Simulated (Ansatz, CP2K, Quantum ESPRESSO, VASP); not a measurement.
# Code comparison for Ca3GeN (P1, 5 atoms in the cell)

Self-consistent single point, at a second geometry (atoms moved at random). First geometry:

```
Ca3GeN
1.0
    4.80418     0.00000     0.00000
    0.00000     4.80418     0.00000
    0.00000     0.00000     4.80418
Ca Ge N
3 1 1
Direct
  0.50000   0.00000   0.50000
  0.00000   0.50000   0.50000
  0.50000   0.50000   0.00000
  0.00000   0.00000   0.00000
  0.50000   0.50000   0.50000
```

Second geometry:
```
CELL_PARAMETERS angstrom
      4.80418     0.00000     0.00000
      0.00000     4.80418     0.00000
      0.00000     0.00000     4.80418
ATOMIC_POSITIONS crystal
  Ca 0.51282 0.99608 0.48781
  Ca 0.99484 0.50801 0.49276
  Ca 0.49199 0.49757 0.99811
  Ge 0.99815 0.00681 0.01078
  N  0.50219 0.49152 0.51054
```

Shared settings, as Ansatz (an electronic-structure program) writes them: kpoints.mp_grid.grid = 7 7 7; scf.occupations.method = fermi_dirac; scf.occupations.width = 0.1 eV. Potentials and cutoffs stand in the table.

| code | model | ΔF from the first geometry (meV/atom) | pressure (GPa) | largest force (eV/Å) | cutoff |
|---|---|---|---|---|---|
| Quantum ESPRESSO | LDA (PZ), PSlibrary PAW (LDA) pseudopotentials | 8.6 | -4.02 | 0.390 | 50 Ry |
| CP2K | LDA (Pade form), GPW, DZVP-MOLOPT-SR-GTH basis, GTH-PADE potentials (GTH_POTENTIALS) | 9.1 | -2.57 | 0.410 | grid 500 Ry |
| VASP | LDA (PZ), VASP's LDA PAW potentials (set 64) | 8.7 | -4.29 | 0.397 | 400 eV |
| Ansatz | LDA (PW92), PAW files made with PBE | 8.6 | -3.94 | 0.387 | default |

Size of the force on each atom (eV/Å): Sizes of forces hide their directions.

| code | Ca1 | Ca2 | Ca3 | Ge4 | N5 |
|---|---|---|---|---|---|
| Quantum ESPRESSO | 0.377 | 0.371 | 0.080 | 0.138 | 0.390 |
| CP2K | 0.388 | 0.395 | 0.074 | 0.153 | 0.410 |
| VASP | 0.375 | 0.374 | 0.076 | 0.138 | 0.397 |
| Ansatz | 0.377 | 0.370 | 0.082 | 0.136 | 0.387 |

The spread over the programs that give each value: ΔF from the first geometry within 0.5 meV/atom; pressure within 1.72 GPa; largest force within 0.023 eV/Å.

CP2K uses small atom-centred bases, whose incompleteness enters pressures, forces and empty levels differently from a plane-wave cutoff. Ansatz's pressure is given at a fixed set of plane waves, as the other plane-wave codes print theirs; with its correction for the finite basis it is -3.87 GPa. The same LDA comes in different parametrisations, which differ slightly. In the pressure, CP2K (by 1.45) lies more than 1 GPa from the median of the plane-wave programs.

VASP's run is marked for a possible Pulay error in its stress at this cutoff; no cutoff test was made.

The starting cell comes from a database of computed structures (which also holds hypothetical and non-ambient phases and stackings), without a prior relaxation at this level. For this run, on top of that: atoms moved at random.

Left out of this page: SIESTA (not drawn, or without a comparable value).

Keys are those of Ansatz 0.2.
